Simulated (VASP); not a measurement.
# CdTe (I-4m2) in VASP: notebook, part 2 of 2

VASP 6.6.1. The steps go on from the part before.

**3. Single point, PBE, non-collinear spin, zero start, spin-orbit coupling**

INCAR reads:

```
ALGO = Fast
EDIFF = 1E-7
ENCUT = 520
GGA = PE
GGA_COMPAT = False
ISIF = 2
ISMEAR = 0
LASPH = True
LCHARG = True
LORBIT = 11
LREAL = False
LSORBIT = True
LVHAR = True
LWAVE = False
MAGMOM = 0 0 0 0 0 0
NELM = 60
PREC = Accurate
SIGMA = 0.02
```

KPOINTS reads:

```
k-points
0
Gamma
  8 8 8
```

POSCAR reads:

```
CdTe
1.0
    0.0000000000      3.2323987500      3.2567025000
    3.2323987500      0.0000000000      3.2567025000
    3.2323987500      3.2323987500      0.0000000000
Cd Te
1 1
Direct
    0.0000000000      0.0000000000      0.0000000000
    0.2500000000      0.2500000000      0.2500000000
```

Potentials or basis: VASP PAW PBE potentials, release 64 (Cd, Te).

The run is started by

```bash
cat potpaw_PBE.64/Cd/POTCAR potpaw_PBE.64/Te/POTCAR > POTCAR
mpirun -np 1 vasp_ncl > vasp.out
```

OUTCAR:

```text
EDIFF = 1E-7
   ENCUT = 520
   GGA = PE
   ISIF = 2
   ISMEAR = 0
   LASPH = True
   LORBIT = 11
   LREAL = False
   LSORBIT = True
   NELM = 60
   PREC = Accurate

 ion  position               nearest neighbor table
   1  0.000  0.000  0.000-   2 2.81   2 2.81   2 2.81   2 2.81
   2  0.250  0.250  0.250-   1 2.81   1 2.81   1 2.81   1 2.81

  LATTYP: Found a body centered tetragonal cell.
 ALAT       =     4.5713021512
 C/A-ratio  =     1.4248467471

  Lattice vectors:

 A1 = (  -3.2323987500,   0.0000000000,   3.2567025000)
 A2 = (   3.2323987500,   0.0000000000,   3.2567025000)
 A3 = (   0.0000000000,   3.2323987500,  -3.2567025000)

Analysis of symmetry for initial positions (statically):
=====================================================================
 Subroutine PRICEL returns:
 Original cell was already a primitive cell.

 Routine SETGRP: Setting up the symmetry group for a
 body centered tetragonal supercell.

 Subroutine GETGRP returns: Found  8 space group operations
 (whereof  8 operations were pure point group operations)
 out of a pool of 16 trial point group operations.
[... 936 lines left out ...]
     0.0000000     0.0000000     0.0000000     0.0000000     0.0000000     0.0000000     0.0000000
     0.0000000     0.0000000     0.0000000     0.0000000     0.0000000     0.0000000     0.0000000
     0.0000000     0.0000000     0.0000000     0.0000000     0.0000000     0.0000000     0.0000000
     0.0000000     0.0000000     0.0000000     0.0000000     0.0000000     0.0000000     0.0000000
     0.0000000     0.0000000     0.0000000     0.0000000     0.0000000     0.0000000     0.0000000

 Ion:    2  E_soc:     -0.1942458
 l=   1
     0.0000000    -0.0322815    -0.0323346
    -0.0322815     0.0000000    -0.0322815
    -0.0323346    -0.0322815     0.0000000
 l=   2
     0.0000000    -0.0000301     0.0000000    -0.0000301    -0.0000449
    -0.0000301     0.0000000    -0.0000337    -0.0000303    -0.0000111
     0.0000000    -0.0000337     0.0000000    -0.0000337     0.0000000
    -0.0000301    -0.0000303    -0.0000337     0.0000000    -0.0000111
    -0.0000449    -0.0000111     0.0000000    -0.0000111     0.0000000
 l=   3
     0.0000000     0.0000000     0.0000000     0.0000000     0.0000000     0.0000000     0.0000000
     0.0000000     0.0000000     0.0000000     0.0000000     0.0000000     0.0000000     0.0000000
     0.0000000     0.0000000     0.0000000     0.0000000     0.0000000     0.0000000     0.0000000
     0.0000000     0.0000000     0.0000000     0.0000000     0.0000000     0.0000000     0.0000000
     0.0000000     0.0000000     0.0000000     0.0000000     0.0000000     0.0000000     0.0000000
     0.0000000     0.0000000     0.0000000     0.0000000     0.0000000     0.0000000     0.0000000
     0.0000000     0.0000000     0.0000000     0.0000000     0.0000000     0.0000000     0.0000000

 total charge

# of ion       s       p       d       tot
------------------------------------------
    1        0.472   0.318   9.531  10.321
    2        1.351   2.061   0.021   3.433
--------------------------------------------------
tot          1.823   2.379   9.552  13.754

 magnetization (x)

# of ion       s       p       d       tot
------------------------------------------
    1        0.000   0.000   0.000   0.000
    2        0.000   0.000   0.000   0.000
--------------------------------------------------
tot          0.000   0.000   0.000   0.000

 magnetization (y)

# of ion       s       p       d       tot
------------------------------------------
    1        0.000   0.000   0.000   0.000
    2        0.000   0.000   0.000   0.000
--------------------------------------------------
tot          0.000   0.000   0.000   0.000

 magnetization (z)

# of ion       s       p       d       tot
------------------------------------------
    1        0.000   0.000  -0.000   0.000
    2        0.000  -0.000  -0.000  -0.000
--------------------------------------------------
tot          0.000   0.000  -0.000   0.000
```

OSZICAR:

```text
N       E                     dE             d eps       ncg     rms          rms(c)
DAV:   1     0.111721473956E+03    0.11172E+03   -0.81528E+03  4524   0.120E+03
DAV:   2     0.314252410173E+00   -0.11141E+03   -0.10787E+03  4908   0.291E+02
DAV:   3    -0.506168789832E+01   -0.53759E+01   -0.53466E+01  5364   0.650E+01
DAV:   4    -0.513286590983E+01   -0.71178E-01   -0.71135E-01  5688   0.636E+00
DAV:   5    -0.513365561262E+01   -0.78970E-03   -0.78969E-03  5206   0.677E-01    0.625E+00
RMM:   6    -0.491691882633E+01    0.21674E+00   -0.44023E-01  4528   0.535E+00    0.469E+00
RMM:   7    -0.490045091129E+01    0.16468E-01   -0.10245E-01  4725   0.186E+00    0.233E+00
RMM:   8    -0.490151289256E+01   -0.10620E-02   -0.64316E-03  5070   0.741E-01    0.953E-01
RMM:   9    -0.490131820118E+01    0.19469E-03   -0.13378E-03  4933   0.358E-01    0.238E-01
RMM:  10    -0.490146141344E+01   -0.14321E-03   -0.50976E-04  5000   0.184E-01    0.528E-02
RMM:  11    -0.490149481402E+01   -0.33401E-04   -0.73332E-05  5285   0.703E-02    0.208E-02
RMM:  12    -0.490150117707E+01   -0.63631E-05   -0.83845E-06  5251   0.304E-02    0.131E-02
RMM:  13    -0.490150243560E+01   -0.12585E-05   -0.20923E-06  5335   0.149E-02    0.924E-03
RMM:  14    -0.490150230412E+01    0.13149E-06   -0.56502E-07  5129   0.783E-03    0.487E-03
RMM:  15    -0.490150210476E+01    0.19935E-06   -0.42267E-07  4524   0.536E-03    0.160E-03
RMM:  16    -0.490150213626E+01   -0.31499E-07   -0.71925E-08  3821   0.213E-03
   1 F= -.49015021E+01 E0= -.49015021E+01  d E =-.184754E-20  mag=     0.0000     0.0000     0.0000
```

stdout:

```text
POSCAR found type information on POSCAR CdTe
 POSCAR found :  2 types and       2 ions
 scaLAPACK will be used
 LDA part: xc-table for (Slater+PW92), standard interpolation
 POSCAR, INCAR and KPOINTS ok, starting setup
 FFT: planning ... GRIDC
 FFT: planning ... GRID_SOFT
 FFT: planning ... GRID
 WAVECAR not read
 entering main loop
```

Run time: 3.7 min. Hardware: 1 thread of Intel Xeon 6975P-C (Granite Rapids), shared host; peak memory 0.53 GiB.

What came out:

* Free energy: -4.9015 eV
* Pressure: 2.7 GPa
* Net moment: 0.00 μB per cell
* Valence electrons inside the program's atomic spheres: Cd 10.32; Te 3.43

Moments on the atoms (μB; x, y, z):
```
Cd  0.00 0.00 0.00
Te  0.00 0.00 0.00
```

**4. Single point, r2SCAN, non-collinear spin, zero start, spin-orbit coupling**

INCAR reads:

```
ALGO = Normal
EDIFF = 1E-7
ENCUT = 520
GGA_COMPAT = False
ISIF = 2
ISMEAR = 0
LASPH = True
LCHARG = True
LMIXTAU = True
LNONCOLLINEAR = True
LORBIT = 11
LREAL = False
LSORBIT = True
LVHAR = True
LWAVE = False
MAGMOM = 0 0 0 0 0 0
METAGGA = R2SCAN
NELM = 60
PREC = Accurate
SIGMA = 0.02
```

KPOINTS is that of step 3.

POSCAR is that of step 3.

The run is started by

```bash
cat potpaw_PBE.64/Cd/POTCAR potpaw_PBE.64/Te/POTCAR > POTCAR
mpirun -np 1 vasp_ncl > vasp.out
```

Wall time 18 min (1 thread of Intel Xeon 6975P-C (Granite Rapids), shared host); peak memory 0.61 GiB.

It converged, with:

* Free energy: -46.7496 eV
* Pressure: 1.7 GPa
* Net moment: 0.00 μB per cell
* Valence electrons inside the program's atomic spheres: Cd 10.31; Te 3.48

Stress tensor (GPa, compression positive):
```
1.73 0.00 0.00
0.00 1.73 0.00
0.00 0.00 1.61
```

Moments on the atoms (μB; x, y, z):
```
Cd  0.00 0.00 0.00
Te  0.00 0.00 0.00
```

Caveat: the PAW data sets were made with another functional, which shifts forces and pressure a little.

**5. Overview**

| level | potentials or basis | further INCAR settings | pressure (GPa) | moment (μB) |
| --- | --- | --- | --- | --- |
| LDA | VASP PAW LDA potentials, release 64 (Cd, Te) | ALGO = Fast; EDIFF = 1e-07 | -1.2 | 0.00 |
| PBE | VASP PAW PBE potentials, release 64 (Cd, Te) | ALGO = Fast; EDIFF = 1e-07 | 2.7 | 0.00 |
| r2SCAN | VASP PAW PBE potentials, release 64 (Cd, Te) | ALGO = Normal; EDIFF = 1e-07 | 1.7 | 0.00 |

Alike in all rows: task single point; spin non-collinear, zero start, SOC; cell as given; k mesh 8 × 8 × 8; cutoff (eV) 520; smearing gaussian 0.02 eV.

Caveats: the PAW data sets were made with another functional, which shifts forces and pressure a little (some runs).

Absolute energies hang on the potentials; compare differences alone.
